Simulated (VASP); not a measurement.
An input for Quantum ESPRESSO's pw.x (written as the equivalent of a VASP run, and not itself run):

```
&CONTROL
  calculation = 'vc-relax'
  pseudo_dir = './pseudo'
  outdir = './out'
  tprnfor = .true.
  tstress = .true.
  nstep = 60
  forc_conv_thr = 0.00039
/
&SYSTEM
  ibrav = 0
  nat = 1
  ntyp = 1
  ecutwfc = 100
  occupations = 'smearing'
  smearing = 'methfessel-paxton'
  degauss = 0.00735
  input_dft = 'pbesol'
/
&ELECTRONS
  conv_thr = 7.3e-08
  electron_maxstep = 100
/
&IONS
/
&CELL
/
ATOMIC_SPECIES
  Lu 174.967 Lu.upf
CELL_PARAMETERS angstrom
    -1.9159410    1.9159410    1.9159410
     1.9159410   -1.9159410    1.9159410
     1.9159410    1.9159410   -1.9159410
ATOMIC_POSITIONS crystal
  Lu   0.0000000  0.0000000  0.0000000
K_POINTS automatic
  12 12 12 0 0 0
```

Translate this input to VASP (INCAR, KPOINTS, POSCAR, choice of POTCAR).

Several could match; the one computed here: 
### INCAR
```
# general
SYSTEM  = Lu
PREC    = Accurate
ENCUT   = 400
LREAL   = .FALSE.
LASPH   = .TRUE.

# electronic loop
EDIFF   = 1E-6
NELM    = 100
ALGO    = Normal
LMAXMIX = 6   # l cut-off of mixed one-centre charges

# smearing
ISMEAR  = 1   # Methfessel-Paxton
SIGMA   = 0.1   # width (eV)

# functional
GGA     = PS   # PBEsol

# ions
IBRION  = 2   # conjugate gradients
NSW     = 60   # most ionic steps
ISIF    = 3   # ions, shape and volume
EDIFFG  = -0.01   # ionic stop

# output
LWAVE   = .FALSE.
LCHARG  = .FALSE.
```

### KPOINTS
```
Automatic mesh
0
Gamma
12 12 12
0 0 0
```

POSCAR:
```
Lu
1.0
 -1.9159409567   1.9159409567   1.9159409567
  1.9159409567  -1.9159409567   1.9159409567
  1.9159409567   1.9159409567  -1.9159409567
Lu
1
Cartesian
  0.0000000000   0.0000000000   0.0000000000
```

POTCAR, in this order: Lu_3 (PBE.64 set). Program: vasp_std.

The two are equivalent in intent, not identical: the potentials are each code's own (VASP's PAW set, PseudoDojo norm-conserving files in pw.x), so ENCUT and ecutwfc are chosen apart and not converted; conv_thr bounds pw.x's estimated SCF error, while EDIFF bounds the energy change between steps; forc_conv_thr acts on force components and is met together with etot_conv_thr.

The structure was generated: Lu was put into the bcc type (Im-3m), which need not be its known phase. It was relaxed first, which changed the volume by -5 %. The start is the result of an earlier pass.
